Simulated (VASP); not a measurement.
Data:

```yaml
crystal:
  lattice:
    - [1.10970, -1.92205, 0.00000]
    - [1.10970, 1.92205, 0.00000]
    - [0.00000, 0.00000, 3.49117]
  atoms:
    - { symbol: Be, position: [0.33333, 0.66667, 0.25000] }
    - { symbol: Be, position: [0.66667, 0.33333, 0.75000] }
```

Computed with PBE GGA with D3 dispersion (Becke-Johnson damping), VASP's PBE PAW potentials (set 64) (plane waves; VASP). Run with 520 eV cut-off, Gaussian smearing of 0.050 eV, potentials Be.

Problem. Give the energies of bands 1 to 4 at the high-symmetry points, in eV from the Fermi level.

Solution. 
```json
[
 {"band": "1", "Γ": "-11.69", "M": "-5.25", "K": "-2.64", "A": "-9.48", "L": "-3.82", "H": "-1.21"},
 {"band": "2", "Γ": "-4.66", "M": "-3.20", "K": "-1.02", "A": "-9.48", "L": "-3.82", "H": "-1.21"},
 {"band": "3", "Γ": "1.33", "M": "3.77", "K": "-1.02", "A": "11.24", "L": "1.75", "H": "0.32"},
 {"band": "4", "Γ": "16.74", "M": "6.71", "K": "6.98", "A": "11.24", "L": "1.75", "H": "0.32"}
]
```

It has no gap at this level: it comes out as a metal or semimetal.

The compound is Be in the hcp structure. It was relaxed first, which changed the volume by -8 %.
